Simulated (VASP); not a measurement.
Cu2B:

```
Cu B
1.0
     0.00000    3.28347    3.28347
     3.28347    0.00000    3.28347
     3.28347    3.28347    0.00000
Cu B
4 2
Cartesian
  0.8209 0.8209 0.8209
  0.8209 2.4626 2.4626
  2.4626 2.4626 0.8209
  2.4626 0.8209 2.4626
  3.2835 3.2835 3.2835
  4.9252 4.9252 4.9252
```

The cell was built by a generator and needn't be a form met in nature.

Base run:

```yaml
Program: VASP 6.6.1
Functional: PBEsol
Potentials_or_basis: VASP PAW PBE potentials, release 64 (Cu, B)
Cutoff: 520 eV
k_mesh: 5 × 5 × 5
Occupations: fermi-dirac, width 0.05 eV
Spin: no spin polarisation
Hubbard_terms: Cu d U = 5 eV
```

Its results: band gap on the k mesh none (metal or under the smearing width); pressure -9.6 GPa.

Q: The run is repeated on the same cell with these changes: hubbard terms from Cu d U = 5 eV to none. What comes out?

A: Band gap on the k mesh none (metal or under the smearing width); pressure -6.4 GPa.

Caveats: the PAW data sets were made with another functional, which shifts forces and pressure a little; U without spin polarisation on a metal has little footing (some runs); the U is typed as a test and isn't derived for this compound (some runs).
